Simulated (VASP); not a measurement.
# CrB2 with PBEsol + U: from relaxation to properties

Wanted: the relaxed cell of CrB2 and its properties. The steps: magnetic order: ferromagnetic, magnetic order: antiferromagnetic, q = (0, 0, 1/2), magnetic order: antiferromagnetic, q = (1/2, 1/2, 1/2), magnetic order: antiferromagnetic, q = (1/2, 1/2, 0), the orders side by side, relaxing cell and atoms (PBEsol + U), second relaxation, single point with fields (PBEsol + U), bands along the symmetry lines (PBEsol + U), density of states (PBEsol + U) and optical spectrum (PBEsol + U). The start is a cell from a database of measured crystal structures.

Main program and level: VASP 6.6.1; PBEsol, DFT+U (Cr d 3 eV), spin-polarised from a ferromagnetic start (one magnetic atom a cell); plane waves and PAW (Cr_pv, B), in the first sound run; inputs show where later runs differ.

## Step 1: The starting structure

It takes space group P6/mmm (No. 191, hexagonal). The conventional cell has a = 2.970 Å, b = 2.970 Å, c = 3.070 Å, α = 90.00°, β = 90.00°, γ = 120.00°. Nearest to Cr lie 12 B at 2.30 Å. B has 3 B at 1.71 Å and 6 Cr at 2.30 Å nearest. Farther neighbours are not listed.

Structure file:

```xyz
3
Lattice="2.9700 0.0000 0.0000 -1.4850 2.5721 0.0000 0.0000 0.0000 3.0700" Properties=species:S:1:pos:R:3 pbc="T T T"
Cr    0.0000    0.0000    0.0000
B     0.0000    1.7147    1.5350
B     1.4850    0.8574    1.5350
```

## Step 2: Magnetic order: ferromagnetic

The properties of a magnet depend on its order, so a few collinear patterns are compared first on the cell as listed, beginning with all moments parallel. PBEsol restores the gradient expansion of exchange and is tuned for the cells of solids. A Hubbard U penalises fractional filling of the localised shell, which semilocal functionals favour.

The input, INCAR:

```
SYSTEM = CrB2
PREC = Accurate
ENCUT = 420
EDIFF = 1E-06
NELM = 100
ISMEAR = 0
SIGMA = 0.05
LREAL = .FALSE.
ALGO = Normal
GGA = PS
NBANDS = 18
ISPIN = 2
MAGMOM = 3 0 0
LDAU = .TRUE.
LDAUTYPE = 2
LDAUL = 2 -1
LDAUU = 3 0
LDAUJ = 0 0
LDAUPRINT = 1
LASPH = .TRUE.
LMAXMIX = 4
LORBIT = 11
LWAVE = .FALSE.
LCHARG = .FALSE.
KPAR = 8
ISIF = 2
```

The input, POSCAR:

```
CrB2
1.0
    2.9700000000      0.0000000000      0.0000000000
   -1.4850000000      2.5720954492      0.0000000000
    0.0000000000      0.0000000000      3.0700000000
Cr B
1 2
Direct
    0.0000000000      0.0000000000      0.0000000000
    0.3333333333      0.6666666667      0.5000000000
    0.6666666667      0.3333333333      0.5000000000
```

The input, KPOINTS:

```
Automatic mesh
0
Gamma
9 9 7
0 0 0
```

PAW data sets: Cr_pv and B (PBE family, release 64).

On the command line:

```console
$ mpirun -np 8 vasp_std
```

Log:

```text
[banner, memory and clock lines left out]
running    8 mpi-ranks, on    1 nodes
 distrk:  each k-point on    1 cores,    8 groups
 distr:  one band on    1 cores,    1 groups

 POSCAR found type information on POSCAR CrB
 POSCAR found :  2 types and       3 ions
|                                                                             |
|           W    W    AA    RRRRR   N    N  II  N    N   GGGG   !!!           |
|           W    W   A  A   R    R  NN   N  II  NN   N  G    G  !!!           |
|           W    W  A    A  R    R  N N  N  II  N N  N  G       !!!           |
|           W WW W  AAAAAA  RRRRR   N  N N  II  N  N N  G  GGG   !            |
|           WW  WW  A    A  R   R   N   NN  II  N   NN  G    G                |
|           W    W  A    A  R    R  N    N  II  N    N   GGGG   !!!           |
|                                                                             |
|     For optimal performance we recommend to set                             |
|       NCORE = 2 up to number-of-cores-per-socket                            |
|     NCORE specifies how many cores store one orbital (NPAR=cpu/NCORE).      |
|     This setting can greatly improve the performance of VASP for DFT.       |
|     The default, NCORE=1 might be grossly inefficient on modern             |
|     multi-core architectures or massively parallel machines. Do your        |
|     Unfortunately you need to use the default for GW and RPA                |
|     calculations (for HF NCORE is supported but not extensively tested      |
|     yet).                                                                   |
|                                                                             |

|                                                                             |
|               ----> ADVICE to this user running VASP <----                  |
|                                                                             |
|     You enforced a specific xc type in the INCAR file but a different       |
|     [... a line on the potential file left out ...]
|     I HOPE YOU KNOW WHAT YOU ARE DOING!                                     |
|                                                                             |

 LDA part: xc-table for (Slater+PW92), standard interpolation
 POSCAR, INCAR and KPOINTS ok, starting setup
 FFT: planning ... GRIDC
 FFT: planning ... GRID_SOFT
 FFT: planning ... GRID
 WAVECAR not read
 entering main loop
       N       E                     dE             d eps       ncg     rms          rms(c)
DAV:   1     0.110458817457E+03    0.11046E+03   -0.81317E+03  3464   0.894E+02
DAV:   2    -0.238480777751E+02   -0.13431E+03   -0.12854E+03  3584   0.277E+02
DAV:   3    -0.276677087645E+02   -0.38196E+01   -0.37485E+01  4300   0.508E+01
DAV:   4    -0.276954004177E+02   -0.27692E-01   -0.27656E-01  4036   0.423E+00
DAV:   5    -0.276956361690E+02   -0.23575E-03   -0.23568E-03  4162   0.371E-01    0.248E+01
DAV:   6    -0.253817520524E+02    0.23139E+01   -0.45345E+01  3868   0.702E+01    0.195E+01
DAV:   7    -0.223054530875E+02    0.30763E+01   -0.12680E+01  3660   0.471E+01    0.622E+00
DAV:   8    -0.224250216484E+02   -0.11957E+00   -0.50987E-01  3650   0.558E+00    0.341E+00
DAV:   9    -0.224927013597E+02   -0.67680E-01   -0.18047E-01  4390   0.356E+00    0.156E+00
DAV:  10    -0.224966215802E+02   -0.39202E-02   -0.44799E-02  3928   0.207E+00    0.107E+00
DAV:  11    -0.225080275739E+02   -0.11406E-01   -0.66130E-03  4072   0.861E-01    0.456E-01
DAV:  12    -0.225093556862E+02   -0.13281E-02   -0.29328E-03  3956   0.457E-01    0.223E-01
DAV:  13    -0.225100034541E+02   -0.64777E-03   -0.92612E-04  3774   0.230E-01    0.112E-01
DAV:  14    -0.225100641429E+02   -0.60689E-04   -0.54170E-05  3734   0.737E-02    0.609E-02
DAV:  15    -0.225100791723E+02   -0.15029E-04   -0.24715E-05  3772   0.570E-02    0.376E-02
DAV:  16    -0.225100963781E+02   -0.17206E-04   -0.20329E-05  4316   0.412E-02    0.101E-02
DAV:  17    -0.225100990351E+02   -0.26570E-05   -0.23681E-06  2904   0.126E-02    0.561E-03
DAV:  18    -0.225100993459E+02   -0.31082E-06   -0.25515E-07  1772   0.531E-03
   1 F= -.22510099E+02 E0= -.22509599E+02  d E =-.100053E-02  mag=     2.2269
```

Run time: 4.6 s. Hardware: 8 MPI ranks of Intel Xeon 6975P-C (Granite Rapids), shared host; peak memory 1.2 GiB; 32 s of CPU time.

The logs omit lines about the potential files and the build; timing stands in the text.

From OUTCAR (step 2):

```text
ion  position               nearest neighbor table
   1  0.000  0.000  0.000-   2 2.30   3 2.30   2 2.30   3 2.30   2 2.30   2 2.30   3 2.30   3 2.30
                             3 2.30   3 2.30   2 2.30   2 2.30
   2  0.333  0.667  0.500-   3 1.71   3 1.71   3 1.71   1 2.30   1 2.30   1 2.30   1 2.30   1 2.30
                             1 2.30
   3  0.667  0.333  0.500-   2 1.71   2 1.71   2 1.71   1 2.30   1 2.30   1 2.30   1 2.30   1 2.30
                             1 2.30

  LATTYP: Found a hexagonal cell.
 ALAT       =     2.9700000000
 C/A-ratio  =     1.0336700337

 Subroutine GETGRP returns: Found 24 space group operations
 (whereof 24 operations were pure point group operations)

The static configuration has the point symmetry D_6h.

 Found     48 irreducible k-points:

   k-points           NKPTS =     48   k-points in BZ     NKDIM =     48   number of bands    NBANDS=     18

   dimension x,y,z NGX =    20 NGY =   20 NGZ =   24
   dimension x,y,z NGXF=    40 NGYF=   40 NGZF=   48

   ENCUT  =  420.0 eV  30.87 Ry    5.56 a.u.   4.96  4.96  5.13*2*pi/ulx,y,z

   NELECT =      18.0000    total number of electrons

 k-points in reciprocal lattice and weights: Automatic mesh
   0.00000000  0.00000000  0.00000000       0.002
   0.11111111 -0.00000000  0.00000000       0.011
   0.22222222 -0.00000000  0.00000000       0.011
   0.33333333  0.00000000  0.00000000       0.011
   0.44444444 -0.00000000  0.00000000       0.011
   0.11111111  0.11111111  0.00000000       0.011
   0.22222222  0.11111111  0.00000000       0.021
   0.33333333  0.11111111  0.00000000       0.021
   0.44444444  0.11111111  0.00000000       0.011
[...]
0.33333333  0.22222222  0.42857143       0.042
   0.33333333  0.33333333  0.42857143       0.007

atom =   1  type =  1  l = 2

 onsite density matrix

spin component  1

  0.7628 -0.0000 -0.0000  0.0000  0.0000
 -0.0000  0.4701  0.0000  0.0000 -0.0000
 -0.0000  0.0000  0.9216  0.0000 -0.0000
  0.0000  0.0000  0.0000  0.4701  0.0000
  0.0000 -0.0000 -0.0000  0.0000  0.7628

spin component  2

  0.1926 -0.0000  0.0000  0.0000  0.0000
 -0.0000  0.2251  0.0000 -0.0000  0.0000
  0.0000  0.0000  0.1402  0.0000 -0.0000
  0.0000 -0.0000  0.0000  0.2251  0.0000
  0.0000  0.0000 -0.0000  0.0000  0.1926

 occupancies and eigenvectors

  o =  0.1402  v =  0.0000  0.0000  0.0000  0.0000  0.0000 -0.0000 -0.0000  1.0000  0.0000  0.0000      0.0000  0.0000  0.0000  0.0000  0.0000  0.0000  0.0000  0.0000  0.0000  0.0000
  o =  0.1926  v =  0.0000  0.0000  0.0000  0.0000  0.0000  0.9996  0.0000  0.0000 -0.0000 -0.0276      0.0000  0.0000  0.0000  0.0000  0.0000  0.0000  0.0000  0.0000  0.0000  0.0000
  o =  0.1926  v =  0.0000  0.0000  0.0000  0.0000  0.0000  0.0276  0.0000 -0.0000  0.0000  0.9996      0.0000  0.0000  0.0000  0.0000  0.0000  0.0000  0.0000  0.0000  0.0000  0.0000
  o =  0.2251  v =  0.0000  0.0000  0.0000  0.0000  0.0000  0.0000 -1.0000 -0.0000 -0.0000  0.0000      0.0000  0.0000  0.0000  0.0000  0.0000  0.0000  0.0000  0.0000  0.0000  0.0000
  o =  0.2251  v =  0.0000  0.0000  0.0000  0.0000  0.0000 -0.0000  0.0000  0.0000 -1.0000  0.0000      0.0000  0.0000  0.0000  0.0000  0.0000  0.0000  0.0000  0.0000  0.0000  0.0000
  o =  0.4701  v =  0.0000 -1.0000  0.0000 -0.0000 -0.0000  0.0000  0.0000  0.0000  0.0000  0.0000      0.0000  0.0000  0.0000  0.0000  0.0000  0.0000  0.0000  0.0000  0.0000  0.0000
  o =  0.4701  v =  0.0000 -0.0000  0.0000  1.0000 -0.0000  0.0000  0.0000  0.0000  0.0000  0.0000      0.0000  0.0000  0.0000  0.0000  0.0000  0.0000  0.0000  0.0000  0.0000  0.0000
  o =  0.7628  v =  1.0000  0.0000  0.0000  0.0000  0.0000  0.0000  0.0000  0.0000  0.0000  0.0000      0.0000  0.0000  0.0000  0.0000  0.0000  0.0000  0.0000  0.0000  0.0000  0.0000
  o =  0.7628  v =  0.0000  0.0000  0.0000  0.0000  1.0000  0.0000  0.0000  0.0000  0.0000  0.0000      0.0000  0.0000  0.0000  0.0000  0.0000  0.0000  0.0000  0.0000  0.0000  0.0000
  o =  0.9216  v =  0.0000  0.0000  1.0000  0.0000 -0.0000  0.0000  0.0000  0.0000  0.0000  0.0000      0.0000  0.0000  0.0000  0.0000  0.0000  0.0000  0.0000  0.0000  0.0000  0.0000

 average (electrostatic) potential at core
       1 -66.2592       2 -22.5232       3 -22.5232

 E-fermi :   9.9216

 spin component 1
 k-point     1 :       0.0000    0.0000    0.0000
  band No.  band energies     occupation
    ...
      6       5.8845      1.00000
      7       5.8845      1.00000
      8       7.5668      1.00000
      9       9.4830      1.00000
     10       9.4830      1.00000
     11      11.9614      0.00000
     12      11.9614      0.00000
     13      15.5020      0.00000
     14      15.5020      0.00000
     15      16.0136      0.00000
    ...

 k-point     2 :       0.1111   -0.0000    0.0000
  band No.  band energies     occupation
    ...
      5       5.2814      1.00000
      6       5.4896      1.00000
      7       5.9607      1.00000
      8       7.1729      1.00000
      9       9.4393      1.00000
     10      10.1368      0.00000
     11      11.0761      0.00000
     12      11.1853      0.00000
     13      16.0104      0.00000
     14      16.1397      0.00000
    ...

 k-point     3 :       0.2222   -0.0000    0.0000
  band No.  band energies     occupation
    ...
      6       5.5187      1.00000
      7       6.1342      1.00000
      8       6.6171      1.00000
      9       9.3305      1.00000
     10       9.9000      0.72920
     11      10.1023      0.00000
     12      11.4050      0.00000
     13      16.0123      0.00000
     14      16.7176      0.00000
     15      17.7962      0.00000
    ...

 k-point     4 :       0.3333    0.0000    0.0000
  band No.  band energies     occupation
    ...
      7       6.2446      1.00000
      8       6.2754      1.00000
      9       9.2097      1.00000
     10       9.4190      1.00000
     11       9.4208      1.00000
     12      12.7196      0.00000
     13      16.0124      0.00000
     14      16.8320      0.00000
     15      17.0172      0.00000
     16      17.7643      0.00000
    ...

 k-point     5 :       0.4444   -0.0000    0.0000
  band No.  band energies     occupation
    ...
      7       6.0730      1.00000
      8       6.3175      1.00000
      9       9.1326      1.00000
     10       9.1609      1.00000
     11       9.4469      1.00000
     12      13.6325      0.00000
     13      16.0127      0.00000
     14      16.0190      0.00000
     15      17.1918      0.00000
     16      17.6709      0.00000
    ...

 k-point     6 :       0.1111    0.1111    0.0000
  band No.  band energies     occupation
    ...
      5       4.7304      1.00000
      6       5.2675      1.00000
      7       6.1441      1.00000
      8       6.7653      1.00000
      9       9.3106      1.00000
     10      10.2458      0.00000
     11      10.2594      0.00000
     12      11.0868      0.00000
     13      16.0130      0.00000
     14      17.1999      0.00000
    ...

  Total        0.7564863      0.7564863      0.4120111      0.0000000     -0.0000000     -0.0000000
  in kB       51.6808609     51.6808609     28.1473572      0.0000000     -0.0000000     -0.0000000
  external PRESSURE =      43.8363597 kB  Pullay stress =       0.0000000 kB

  energy-cutoff  :      420.00
  volume of cell :       23.45
      direct lattice vectors                 reciprocal lattice vectors
     2.970000000  0.000000000  0.000000000     0.336700337  0.194394030  0.000000000
    -1.485000000  2.572095449  0.000000000     0.000000000  0.388788060  0.000000000
     0.000000000  0.000000000  3.070000000     0.000000000  0.000000000  0.325732899

 POSITION                                       TOTAL-FORCE (eV/Angst)
 -----------------------------------------------------------------------------------
      0.00000      0.00000      0.00000        -0.000000      0.000000      0.000000
     -0.00000      1.71473      1.53500        -0.000000      0.000000      0.000000
      1.48500      0.85737      1.53500         0.000000     -0.000000      0.000000
 -----------------------------------------------------------------------------------
    total drift:                               -0.000000      0.000000      0.000000

  FREE ENERGIE OF THE ION-ELECTRON SYSTEM (eV)
  ---------------------------------------------------
  free  energy   TOTEN  =       -22.5100993459 eV

  energy  without entropy=      -22.5090988138  energy(sigma->0) =      -22.50959908

 total charge
# of ion       s       p       d       tot
------------------------------------------
    1        0.282   6.358   4.325  10.965
    2        0.687   1.354   0.000   2.041
    3        0.687   1.354   0.000   2.041
--------------------------------------------------
tot          1.657   9.066   4.325  15.048

 magnetization (x)
# of ion       s       p       d       tot
------------------------------------------
    1        0.011   0.010   2.406   2.427
    2       -0.018  -0.077   0.000  -0.095
    3       -0.018  -0.077   0.000  -0.095
--------------------------------------------------
tot         -0.025  -0.144   2.406   2.237

[... 6 further parts left out ...]
```

A U on the itinerant d states of such a compound is hard to justify; it moves the bands at the Fermi level and favours large moments. The PAW data sets were made with PBE, which is usual practice but a small mismatch for other functionals. At this level the cell is under a pressure of 4.4 GPa, so at these settings it is away from equilibrium.

This step gave:

```
SCF cycles                                        : 18
electrons                                         : 18
bands                                             : 18
irreducible k-points                              : 48
symmetry operations                               : 24
free energy (TOTEN)                               : -22.51 eV
energy at zero smearing                           : -22.51 eV
Fermi energy                                      : 9.922 eV
pressure                                          : 4.384 GPa
moment of the cell, from the last line of the log : 2.227 μB
metallic                                          : yes
```

Spin moment in the PAW sphere by atom:

```csv
atom,spin moment in the PAW sphere (μB)
Cr1,2.43
B2,-0.10
B3,-0.10
```

The run ends ferromagnetic with a largest moment of 2.43 μB, and the mesh shows no gap.

(Continued in part 2 of 10.)

[Lines on the potential files, build, host, timing and source positions are cut from VASP's logs without a mark.]

[Logs are printed without paths, hosts, clocks, repeated set-up lines and the standing remarks that a program may print on its own settings, such as how far it seeks lower states.]

[Hosts, paths, dates, database ids (printed as entryN), source tags and the programs' standing remarks are cut or masked in the printed files.]

[A measured line is paired with the nearest computed mode of its activity, which favours agreement.]
